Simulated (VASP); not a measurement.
Pt:

```
CELL_PARAMETERS angstrom
0.00000 1.97158 1.97158
1.97158 0.00000 1.97158
1.97158 1.97158 0.00000
ATOMIC_POSITIONS crystal
Pt 0.00000 0.00000 0.00000
```

- Program: VASP 6.6.1
- Task: relaxation of cell and atoms
- Functional: LDA
- Potentials or basis: VASP PAW LDA potentials, release 64 (Pt)
- Cutoff: 600 eV
- k mesh: 18 × 18 × 18
- Occupations: gaussian, width 0.1 eV
- Spin: no spin polarisation

At the start: pressure -9.8 GPa; volume 15.33 Å³/atom.

Question: Where does the relaxation end?

Answer: Over 7 steps the energy falls by 16.7 meV/atom and the volume is 14.80 Å³/atom (-3.4 %); space group Fm-3m (No. 225, to 0.05 Å).

The path:
```tsv
step	energy change (eV)	largest force (eV/Å)	pressure (GPa)	volume (Å³)
1	0.0000	0.0000	-9.77	15.33
2	0.1534	0.0000	41.75	13.35
3	-0.0167	0.0000	-0.44	14.82
4	-0.0167	0.0000	-0.08	14.80
5	-0.0167	0.0000	0.14	14.79
6	-0.0167	0.0000	-0.34	14.82
7	-0.0167	0.0000	0.00	14.80
```

Final structure:
```
Pt
1.0
     0.00000    1.94870    1.94870
     1.94870    0.00000    1.94870
     1.94870    1.94870    0.00000
Pt
1
Direct
  0.00000 0.00000 0.00000
```
